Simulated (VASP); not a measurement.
```yaml
crystal:
  lattice:
    - [2.99925, 0.00000, 0.00000]
    - [-1.49962, 2.59742, 0.00000]
    - [0.00000, 0.00000, 4.91995]
  atoms:
    - { symbol: Si, position: [0.33333, 0.66667, 0.99960] }
    - { symbol: Si, position: [0.66667, 0.33333, 0.49960] }
    - { symbol: C, position: [0.33333, 0.66667, 0.37540] }
    - { symbol: C, position: [0.66667, 0.33333, 0.87540] }
```

Calculation: PBEsol GGA, VASP's PBE PAW potentials (set 64) (plane waves; VASP). Settings: 620 eV cut-off, 8×8×5 Γ-centred mesh, Gaussian smearing of 0.050 eV, potentials Si C.

**Question.** Estimate the energy per atom (σ→0), pressure.

**Answer.** 
| Quantity | Result |
|---|---|
| energy per atom (σ→0) | -7.911 eV/atom |
| pressure | 19.86 GPa |

The absolute energy has meaning only against runs of the same code, potentials and settings.

The structure was generated: SiC was put into the wurtzite type (P6_3mc), which need not be its known phase. It was relaxed first under an external pressure of 20 GPa.
